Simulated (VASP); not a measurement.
An input for Quantum ESPRESSO's pw.x (written as the equivalent of a VASP run, and not itself run):

```
&CONTROL
  calculation = 'scf'
  pseudo_dir = './pseudo'
  outdir = './out'
  tprnfor = .true.
  tstress = .true.
/
&SYSTEM
  ibrav = 0
  nat = 2
  ntyp = 1
  ecutwfc = 36
  occupations = 'smearing'
  smearing = 'gaussian'
  degauss = 0.003675
  input_dft = 'pbe'
/
&ELECTRONS
  conv_thr = 7.3e-08
  electron_maxstep = 100
/
ATOMIC_SPECIES
  Si 28.085 Si.upf
CELL_PARAMETERS angstrom
     0.0000000    2.7698100    2.7698100
     2.7698100    0.0000000    2.7698100
     2.7698100    2.7698100    0.0000000
ATOMIC_POSITIONS crystal
  Si   0.0000000  0.0000000  0.0000000
  Si   0.2500000  0.2500000  0.2500000
K_POINTS automatic
  8 8 8 0 0 0
```

Question: Translate this input to VASP (INCAR, KPOINTS, POSCAR, choice of POTCAR).

Answer: One answer among several that fit: 
**KPOINTS**
```
Automatic
0
gamma
8 8 8
0 0 0
```

### INCAR
```
SYSTEM = Si
PREC = Accurate
ENCUT = 400
EDIFF = 1E-6
NELM = 100
ALGO = Normal
LREAL = .FALSE.
LASPH = .TRUE.
ISMEAR = 0
SIGMA = 0.05
GGA = PE
LWAVE = .FALSE.
LCHARG = .FALSE.
ISIF = 2
```

**POSCAR**
```
Si
3.9171030
  0.0000000000   0.7071067572   0.7071067572
  0.7071067572   0.0000000000   0.7071067572
  0.7071067572   0.7071067572   0.0000000000
Si
2
Cartesian
  0.0000000000   0.0000000000   0.0000000000
  0.3535533786   0.3535533786   0.3535533786
```

POTCAR, in this order: Si (PBE.64 set). Program: vasp_std.

Limits of the translation: the potentials are each code's own (VASP's PAW set, PseudoDojo norm-conserving files in pw.x), so ENCUT and ecutwfc are chosen apart and not converted; conv_thr bounds pw.x's estimated SCF error, while EDIFF bounds the energy change between steps.

The compound is Si in the diamond structure. The cell was not relaxed at this level.
